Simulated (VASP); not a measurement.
The input files of a VASP run:

### KPOINTS
```
Automatic
0
Gamma
8 8 8
0 0 0
```

File POSCAR:
```
Ni3Fe
1.0
  3.5061344284   0.0000000000   0.0000000000
  0.0000000000   3.5061344284   0.0000000000
  0.0000000000   0.0000000000   3.5061344284
Fe Ni
1 3
Cart
  0.0000000000   0.0000000000   0.0000000000
  0.0000000000   1.7530672142   1.7530672142
  1.7530672142   0.0000000000   1.7530672142
  1.7530672142   1.7530672142   0.0000000000
```

**INCAR**
```
ALGO = Normal
EDIFF = 1E-6
EDIFFG = -0.02
ENCUT = 520
GGA = PE
IBRION = 2
ISIF = 3
ISMEAR = 1
ISPIN = 2
IVDW = 12
LASPH = T
LCHARG = F
LMAXMIX = 4
LORBIT = 10
LREAL = F
LWAVE = F
MAGMOM = 3.0 3*0.7
NELM = 100
NSW = 60
PREC = Accurate
SIGMA = 0.1
SYSTEM = Ni3Fe
```

POTCAR, in this order: Fe Ni (PBE.64 set). Program: vasp_std.

Task: Translate this PBE-D3(BJ) calculation to Ansatz.

Result: One equivalent input (not run):
Ansatz 0.2 input:
```yaml
crystal:
  lattice:
    - [3.5061344, 0.0000000, 0.0000000]
    - [0.0000000, 3.5061344, 0.0000000]
    - [0.0000000, 0.0000000, 3.5061344]
  atoms:
    - { symbol: Fe, position: [0.0000000, 0.0000000, 0.0000000], spin: 3 }
    - { symbol: Ni, position: [0.0000000, 0.5000000, 0.5000000], spin: 0.7 }
    - { symbol: Ni, position: [0.5000000, 0.0000000, 0.5000000], spin: 0.7 }
    - { symbol: Ni, position: [0.5000000, 0.5000000, 0.0000000], spin: 0.7 }
kpoints:
  mp_grid: { grid: [8, 8, 8] }
hamiltonian:
  xc: pbe
  dispersion: d3bj
  pseudopotentials: { kind: paw }
magnetization: { spin_polarized: true }
scf:
  occupations: { method: methfessel_paxton, width: 0.1 }
  max_iter: 100
relax:
  max_steps: 60
  f_tol: 0.02
  cell: {}
output: { forces: true, stress: true, eigenvalues: true }
```
What does not carry over: each code has its own PAW files, so the cut-off isn't converted (ENCUT is set for VASP's; basis.ecutwfc is left out, and Ansatz then takes the one that its files recommend); Ansatz stops its SCF on the density residual and VASP on the energy change (EDIFF).

The compound is Ni3Fe in the L1_2 structure. It was relaxed first. The start is the result of an earlier pass.
